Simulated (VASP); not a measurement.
Computed with r2SCAN+rVV10, VASP's PBE PAW potentials (set 64) (plane waves; VASP).

Input for VASP

**INCAR**
```
SYSTEM = LiCl
PREC = Accurate
ENCUT = 520
EDIFF = 1E-7
NELM = 100
ALGO = Normal
LREAL = .FALSE.
LASPH = .TRUE.
ISMEAR = -5
METAGGA = R2SCAN
LUSE_VDW = .TRUE.
BPARAM = 11.95
CPARAM = 0.0093
LMIXTAU = .TRUE.
LWAVE = .FALSE.
LCHARG = .FALSE.
LORBIT = 11
NEDOS = 601
ISIF = 2
```

File KPOINTS:
```
Automatic mesh
0
Gamma
10 10 10
0 0 0
```

POSCAR:
```
LiCl
1
    0.0000000000     2.5300786737     2.5300786737
    2.5300786737     0.0000000000     2.5300786737
    2.5300786737     2.5300786737     0.0000000000
Li Cl
1 1
Direct
  0.0000000000   0.0000000000   0.0000000000
  0.5000000000   0.5000000000   0.5000000000
```

KPOINTS_OPT:
```
k-points along high-symmetry lines
10
Line-mode
Reciprocal
  0.000000   0.000000   0.000000 ! GAMMA
  0.500000   0.000000   0.500000 ! X

  0.500000   0.000000   0.500000 ! X
  0.625000   0.250000   0.625000 ! U

  0.375000   0.375000   0.750000 ! K
  0.000000   0.000000   0.000000 ! GAMMA

  0.000000   0.000000   0.000000 ! GAMMA
  0.500000   0.500000   0.500000 ! L

  0.500000   0.500000   0.500000 ! L
  0.500000   0.250000   0.750000 ! W

  0.500000   0.250000   0.750000 ! W
  0.500000   0.000000   0.500000 ! X
```

POTCAR, in this order: Li_sv Cl (PBE.64 set). Program: vasp_std.

Problem. What will the output report for the number of irreducible k-points (NKPTS), largest plane-wave count, number of space-group operations, FFT grid (NGX, NGY, NGZ)?

Solution. 
| Quantity | Value |
|---|---|
| number of irreducible k-points (NKPTS) | 47 |
| largest plane-wave count | 893 |
| number of space-group operations | 48 |
| FFT grid (NGX, NGY, NGZ) | 28 × 28 × 28 |

The compound is LiCl in the rock salt structure. It was relaxed first.
